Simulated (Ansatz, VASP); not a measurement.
# Cross-check of Zr2CO2 (Zr2CO2 MXene, 1 layer) between VASP and Ansatz

Wanted: the spread between two codes on one cell, functional and k mesh. The structure shown is the start of the Ansatz relaxation below; VASP solves that cell, so the two are compared at the walk's first step.

Method: plane waves, with VASP 6.6.1 beside it; single point at PBE, in Ansatz 0.2.0.

**1. The structure**

The cell holds 5 atoms: 2 O, 2 Zr and 1 C. Its edges and angles: a = 3.289 Å, b = 3.289 Å, c = 26.953 Å, α = 90.0°, β = 90.0°, γ = 120.0°. Vacuum lies along c.

**2. Ansatz: relaxation, PBE**

Ansatz runs on its default PAW (the set named soft_2) files.

The two programs are compared at the cell with which this relaxation starts, whose forces are those of its first step.

The input, input.yaml:

```yaml
crystal:
  lattice:
    - [3.289, 0.0, 0.0]
    - [-1.6445, 2.848357553, 0.0]
    - [0.0, 0.0, 26.9529467956]
  atoms:
    - { symbol: O, position: [0.3333333333, 0.6666666667, 0.4081186404] }
    - { symbol: Zr, position: [0.6666666667, 0.3333333333, 0.45185121] }
    - { symbol: C, position: [0.0, 0.0, 0.5] }
    - { symbol: Zr, position: [0.3333333333, 0.6666666667, 0.54814879] }
    - { symbol: O, position: [0.6666666667, 0.3333333333, 0.5918813596] }
kpoints:
  mp_grid: { grid: [12, 12, 1] }
hamiltonian:
  xc: pbe
scf:
  occupations: { method: fermi_dirac, width: 0.05 }
  convergence: { dr2_threshold: 1.0e-08 }
efield:
  axis: 3
  dipole_correction: true
  ramp_position: 0.97
  ramp_width: 0.04
relax:
  f_tol: 0.01
  cell: { fix: [c, alpha, beta] }
output:
  write_potential: true
  write_density: true
  volumetric_format: npy
```

On the command line:

```sh
$ ansatz run input.yaml --threads 4 --pin off --max-ram 8192MiB --backend cpu --events-out ev --progress --plain --runs-dir out
```

Numbers of over 12 decimals in the logs are rounded to 6 here.

What it wrote:

```text
Warning: relax.cell: scf.convergence.dr2_threshold = 1e-8 eV is looser than the 5e-10 eV advised for a relaxation that steers and ends on the stress (1e-10 eV for each atom of the cell: 5). What an SCF threshold leaves in a stress goes as its square root, and in the free energy as the threshold itself, and one threshold admits the most on a small cell: [figures from the program's tests cut] Set scf.convergence.dr2_threshold to 5e-10 eV or tighter. The threshold is an SCF's pass mark: one that does not reach it within its budget of iterations ends unconverged, or closes short of it on a stop that the run arms, and scf.convergence.dr2_threshold's page says what that costs each kind of run
Engine: ansatz 0.2.0, aarch64-unknown-linux-gnu
Pseudopotentials: kind: paw
Pseudopotential: O, paw, valence charge 6, recommended cutoff 420 eV (normal), O.paw.azcp
Pseudopotential: Zr, paw, valence charge 12, recommended cutoff 420 eV (normal), Zr.paw.azcp
Pseudopotential: C, paw, valence charge 4, recommended cutoff 420 eV (normal), C.paw.azcp
Functional definition: PBE
  parameter kappa = 0.804
  parameter beta = 0.066725
  exchange = pbe_x(kappa = kappa, mu = beta*pi^2/3)
  correlation = pbe_c(beta = beta)
Crystal: 5 atoms, lattice volume = 252.502 Å³
Basis set: ecut = 420 eV, 5035 PW (Γ), exchange–correlation on 48×48×384 points (8 copies of the dense FFT grid, shifted against one another)
Bands: 25, of which v1, the nominal top of the filled ones, is band 20 counted from 1 (19 counted from 0)
Symmetry: 6 space group operations
k-points: 19 of 144 (time reversal used)
Non-local potential: O, projectors of the file, l = 0: 2, l = 1: 2, l = 2: 1
Non-local potential: Zr, projectors of the file, l = 0: 3, l = 1: 2, l = 2: 2, l = 3: 2
Non-local potential: C, projectors of the file, l = 0: 2, l = 1: 2, l = 2: 1
PAW form: soft (Blöchl's): semilocal exchange-correlation on the pseudo side does not see the compensation charge
PAW one-centre angular grid: O, 110 points (default); XC on 64 Gauss nodes
PAW one-centre angular grid: Zr, 590 points (default); XC on 64 Gauss nodes
PAW one-centre angular grid: C, 110 points (default); XC on 64 Gauss nodes
Initial density: superposition of atomic densities (neutral atoms: chi_scale 0, normalization atom), corrected by the library's trained network
Initial wavefunctions: pseudopotential atomic-orbital guess
Functional: x = pbe(κ = 0.804, μ = 0.219515), c = pbe(β = 0.066725)
SCF iter   1: F=—  HF=-9758.673746 eV  |F-HF|=—  |Δ(HF+E_count)|=         —  Δρ=2.59e-3  dr2=2.21e-2  ethr=1.77e-3  p=-0.000 e·Å  D=-2.19e-7 V/Å  ΔV_dip=0.00 eV  dr2_dipole=3.26e-7  V_vac-E_F(+/−)=7.09/7.09 eV  ⟨swp⟩=8.3  Hψ=2461  notcnv=0
efield: sawtooth ramp at fractional position 0.9700 (set: `efield.ramp_position`, or a place that a band, a saddle search or an elastic batch's reference lends), width 0.0400; the density the first Hamiltonian is built on has a dipole p = -0.000 e·Å; the dipole correction subtracts the counter field D = -2.19e-7 V/Å, which shifts the + side's vacuum level by +0.00 eV against the − side's; the planar-averaged density in the ramp window peaks in size at 7.9e-7 e/Å³
preconditioner: auto → none  [insulator: Δε(μ)=0.760 eV  Ē_g=8.987 eV  σ=0.050 eV  W_gap=1.00  n_scr=16 (ndim 8)  ℏωp=11.4 eV  f_vac=0.714  D(μ)=0.00/eV (n_scr^D=0)  ε∞_Penn≈2.6]
SCF iter   2: F=—  HF=-9758.671924 eV  |F-HF|=—  |Δ(HF+E_count)|=   1.82e-3  Δρ=2.54e-3  dr2=2.47e-2  ethr=5.53e-5  p=0.000 e·Å  D=3.42e-4 V/Å  ΔV_dip=-0.01 eV  dr2_dipole=1.41e-5  V_vac-E_F(+/−)=7.27/7.28 eV  ⟨swp⟩=2.8  Hψ=1072  notcnv=0  defer=10
SCF iter   3: F=—  HF=-9758.670505 eV  |F-HF|=—  |Δ(HF+E_count)|=   1.42e-3  Δρ=1.86e-3  dr2=1.57e-2  ethr=5.53e-5  p=-0.001 e·Å  D=-9.04e-4 V/Å  ΔV_dip=0.02 eV  dr2_dipole=1.02e-4  V_vac-E_F(+/−)=7.24/7.21 eV  ⟨swp⟩=2.0  Hψ=778  notcnv=0  defer=10
SCF iter   4: F=—  HF=-9758.668929 eV  |F-HF|=—  |Δ(HF+E_count)|=   1.58e-3  Δρ=6.68e-4  dr2=1.86e-3  ethr=3.94e-5  p=0.002 e·Å  D=1.20e-3 V/Å  ΔV_dip=-0.03 eV  dr2_dipole=1.86e-4  V_vac-E_F(+/−)=7.27/7.30 eV  ⟨swp⟩=2.0  Hψ=576  notcnv=0  defer=10
SCF iter   5: F=—  HF=-9758.669523 eV  |F-HF|=—  |Δ(HF+E_count)|=   5.94e-4  Δρ=7.05e-4  dr2=6.35e-3  ethr=4.64e-6  p=-0.005 e·Å  D=-3.28e-3 V/Å  ΔV_dip=0.09 eV  dr2_dipole=1.36e-3  V_vac-E_F(+/−)=7.35/7.26 eV  ⟨swp⟩=3.0  Hψ=742  notcnv=0  defer=10  recentre
SCF iter   6: F=—  HF=-9758.669006 eV  |F-HF|=—  |Δ(HF+E_count)|=   5.16e-4  Δρ=4.09e-4  dr2=8.15e-4  ethr=4.64e-6  p=0.001 e·Å  D=8.69e-4 V/Å  ΔV_dip=-0.02 eV  dr2_dipole=9.68e-5  V_vac-E_F(+/−)=7.28/7.31 eV  ⟨swp⟩=2.0  Hψ=617  notcnv=0  defer=10
[...]
Initial wavefunctions: pseudopotential atomic-orbital guess (no wavefunctions were taken with the density)
iter 1 solved again at ethr=9.30e-8 eV; its pass at ethr=3.10e-3 eV (dr2=3.72e-5 eV) is discarded
SCF iter   1: F=—  HF=-9759.646707 eV  |F-HF|=—  |Δ(HF+E_count)|=         —  Δρ=5.77e-5  dr2=7.21e-7  ethr=9.30e-8  p=0.000 e·Å  D=2.59e-7 V/Å  ΔV_dip=-0.00 eV  dr2_dipole=1.96e-10  V_vac-E_F(+/−)=4.88/4.88 eV  ⟨swp⟩=4.2  Hψ=4108  notcnv=0
efield: sawtooth ramp at fractional position 0.9700 (set: `efield.ramp_position`, or a place that a band, a saddle search or an elastic batch's reference lends), width 0.0400; the density the first Hamiltonian is built on has a dipole p = 0.000 e·Å; the dipole correction subtracts the counter field D = 2.59e-7 V/Å, which shifts the + side's vacuum level by -0.00 eV against the − side's; the planar-averaged density in the ramp window peaks in size at 4.2e-7 e/Å³
SCF iter   2: F=—  HF=-9759.647057 eV  |F-HF|=—  |Δ(HF+E_count)|=   3.49e-4  Δρ=2.92e-5  dr2=4.91e-7  ethr=1.80e-9  p=0.000 e·Å  D=8.60e-6 V/Å  ΔV_dip=-0.00 eV  dr2_dipole=3.18e-9  V_vac-E_F(+/−)=4.88/4.88 eV  ⟨swp⟩=2.6  Hψ=799  notcnv=0
SCF iter   3: F=—  HF=-9759.647163 eV  |F-HF|=—  |Δ(HF+E_count)|=   1.06e-4  Δρ=1.87e-5  dr2=6.53e-7  ethr=1.23e-9  p=-0.000 e·Å  D=-2.25e-5 V/Å  ΔV_dip=0.00 eV  dr2_dipole=4.92e-8  V_vac-E_F(+/−)=4.88/4.88 eV  ⟨swp⟩=2.2  Hψ=707  notcnv=0
SCF iter   4: F=—  HF=-9759.647217 eV  |F-HF|=—  |Δ(HF+E_count)|=   5.44e-5  Δρ=8.33e-6  dr2=8.98e-7  ethr=1.23e-9  p=0.000 e·Å  D=4.88e-5 V/Å  ΔV_dip=-0.00 eV  dr2_dipole=1.72e-7  V_vac-E_F(+/−)=4.88/4.88 eV  ⟨swp⟩=2.9  Hψ=845  notcnv=0
SCF iter   5: F=—  HF=-9759.647228 eV  |F-HF|=—  |Δ(HF+E_count)|=   1.06e-5  Δρ=3.44e-6  dr2=2.87e-8  ethr=1.23e-9  p=0.000 e·Å  D=6.26e-6 V/Å  ΔV_dip=-0.00 eV  dr2_dipole=1.52e-9  V_vac-E_F(+/−)=4.88/4.88 eV  ⟨swp⟩=2.0  Hψ=533  notcnv=0
SCF iter   6: F=-9759.647235 eV  HF=-9759.647233 eV  |F-HF|=2.21e-6  |Δ(HF+E_count)|=   4.65e-6  Δρ=1.54e-6  dr2=1.73e-9  ethr=2.50e-11  p=0.000 e·Å  D=3.13e-6 V/Å  ΔV_dip=-0.00 eV  dr2_dipole=7.85e-11  V_vac-E_F(+/−)=4.88/4.88 eV  ⟨swp⟩=9.7  Hψ=3680  notcnv=0
SCF 7 converged in 6 iterations: F = -9759.647235 eV  dr2 = 1.73e-9
relax step   7: F+E_penalty+E_count = -9759.64723473 eV  Δ(F+E_penalty+E_count) = -2.098e-3 eV  max|allowed force component| = 2.630e-3 eV/Å  Δτ_max = 0.0000 Å  P = +0.019 GPa  Ω = 255.191 Å³  fix = [c, alpha, beta]  reactions: c +0.006 GPa  stress off target by 2.59e-2 GPa on what of the cell is left free  SCF on the basis re-selected at this cell (its energy is not comparable with the rows above)  (6 SCF iters)
basis re-selected at this cell: Δ(F+E_penalty+E_count) = -2.098e-3 eV, ΔP = +0.017 GPa vs the last step (what re-selecting the basis moved, of the pressure what is left beyond the Pulay correction that the steps carried, after the strain that the cell walked since its last selection, with what the two solves' SCF thresholds leave and, on support functions, any second-order correction that the steps lacked; it is no m [...]
WARN: The output density's exchange-correlation potential varies sharply where the density is thin. Do not read a vacuum level from v_tot or v_xc, or from such a field of the output density. On a cell that repeats whose density bears no net charge and no dipole along the vacuum's axis use v_es (v_loc + v_h of the components); under efield.dipole_correction with no amplitude use v_es + v_field, which holds any externa [...]
SCF converged after 6 iterations
Free energy (F): -9759.647235 eV
Harris-Foulkes:  -9759.647233 eV  (|F-HF|=2.21e-6)
Internal energy: -9759.647231 eV  (E = F + TS)
E sigma→0 (E₀):  -9759.647233 eV
Entropy (-TS):   -0.000003 eV (-0.001 meV/atom)
Fermi energy:    -0.379782 eV
Dipole field:    D = -0.000007 V/Å  (p = -0.000010 e·Å, saw-weighted, corrected)
Work function:   Φ+ = 4.8787 eV   Φ− = 4.8785 eV
Levels:          The Fermi level and band energies are counted from a zero that moves with the ramp; work functions are not
--- Per-component energies (eV) ---
  E_band       = -703.235389
  E_kinetic    = 1107.424454
  E_local      = -43466.071094  (includes V_loc(G=0)·N_el)
  E_nonlocal   = 275.481918
  E_hartree    = 21124.311118
  E_xc         = -522.154748
  E_vxc        = -633.784759  (∫ρ·V_xc dr)
  E_paw        = -6320.446220  (= ΣΔE_a)
  E_vpaw       = -234.915058  (= ΣTr[D̂ρ^β])
  E_aug_tail   = 0.004946  (compensation charges beyond the density's cutoff)
  E_efield     = 0.000000  (sawtooth field / dipole correction)
  E_vefield    = 0.000080  (∫n·V_field dr)
  E_ewald      = 18041.802395
  E_smearing   = -0.000003  (= −TS)
  E_closure    = -0.000000  (closes the sum)
  Σ components = -9759.647235   (vs F -9759.647235, Δ=0.00e0)
--- Forces (eV/Å), atoms counted from 1 ---
  atom   1  O      0.00000000    -0.00000000    -0.00260660
  atom   2  Zr     0.00000000    -0.00000000     0.00050643
  atom   3  C      0.00000000    -0.00000000     0.00012825
  atom   4  Zr    -0.00000000     0.00000000    -0.00064905
  atom   5  O      0.00000000     0.00000000     0.00263241
  max |Σ_I F_I| component: 1.14e-5 eV/Å
--- Stress (GPa, compression-positive) ---
        0.025902       0.000000       0.000000
        0.000000       0.025902      -0.000000
        0.000000      -0.000000       0.005971
  P = ⅓ Tr σ = 0.0193 GPa (0.193 kbar)
--- Band table (eV; the first three rows and the last of 19) ---
  k-point 0: bands = [... 16 lower, -4.9741, -2.0163, -0.8367, -0.8367, 0.9971, 0.9971, 1.4278, 2.3998, ... 1 higher]
  k-point 1: bands = [... 16 lower, -4.8676, -1.8931, -1.3749, -1.0940, 0.9953, 1.3175, 1.5230, 2.4363, ... 1 higher]
  k-point 2: bands = [... 16 lower, -4.6410, -2.3593, -1.7325, -1.5243, 0.6859, 1.8442, 1.9553, 2.6784, ... 1 higher]
  k-point 18: bands = [... 16 lower, -4.4771, -3.1035, -3.0679, -3.0679, 1.2914, 2.2034, 2.2034, 3.0125, ... 1 higher]
--- Relaxed structure (6 steps of the walk, 6 accepted, 1 SCFs on fresh bases) ---
  F+E_penalty+E_count = -9759.64723473 eV   max|allowed force component| = 2.630e-3 eV/Å   (the final SCF, on the basis selected at the relaxed cell)
  cell:  # Å, volume = 255.1906 Å³
    - [3.306464, 0, 0]
    - [-1.653232, 2.863482, 0]
    - [0, 0, 26.9529467956]
  atoms:
    - { symbol: O, position: [0.333333, 0.666667, 0.414028] }
    - { symbol: Zr, position: [0.666667, 0.333333, 0.448127] }
    - { symbol: C, position: [0, 0, 0.500000] }
    - { symbol: Zr, position: [0.333333, 0.666667, 0.551873] }
    - { symbol: O, position: [0.666667, 0.333333, 0.585972] }
```

Reading the cycles: dr2 is the Hartree energy of the density residual (eV), the measure of convergence; HF is the Harris–Foulkes estimate of the energy, which meets the free energy F at convergence.

(Part 1 of 2 ends here.)

[Lines on the potential files, build, host, timing and source positions are cut from VASP's logs without a mark.]

[Logs are printed without paths, hosts, clocks, repeated set-up lines and the standing remarks that a program may print on its own settings, such as how far it seeks lower states.]

[Hosts, paths, dates, database ids (printed as entryN), source tags and the programs' standing remarks are cut or masked in the printed files.]
